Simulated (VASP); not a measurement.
Input:

```
VN
1.0
    0.00000     2.03792     2.03792
    2.03792     0.00000     2.03792
    2.03792     2.03792     0.00000
V N
1 1
Cartesian
  0.00000   0.00000   0.00000
  2.03792   2.03792   2.03792
```

These are PBEsol GGA, VASP's PBE PAW potentials (set 64) (plane waves; VASP) values and carry that method's errors. Settings: PREC = Normal, EDIFF = 1E-5, 450 eV cut-off, 17×17×17 Γ-centred mesh, first-order Methfessel-Paxton smearing of 0.10 eV, potentials V_sv N.

At this cut-off the stress carries a Pulay error, which pulls relaxed volumes low.

Q: Predict the energy per atom (σ→0), pressure, band gap (on the k-mesh) with the smallest direct gap where there is one.

A: 
| Item | Result |
|---|---|
| band gap (on the k-mesh) | none (metal, semimetal or under 0.01 eV) |
| energy per atom (σ→0) | -10.280 eV/atom |
| pressure | -1.43 GPa |

Only differences to runs with the same potentials and settings are physical.

The compound is VN in the rock salt structure, which distorts at low temperature. It was relaxed first. The run is not spin-polarised, so no magnetic state was tried. VASP warned that the highest band is occupied, so more bands are needed.
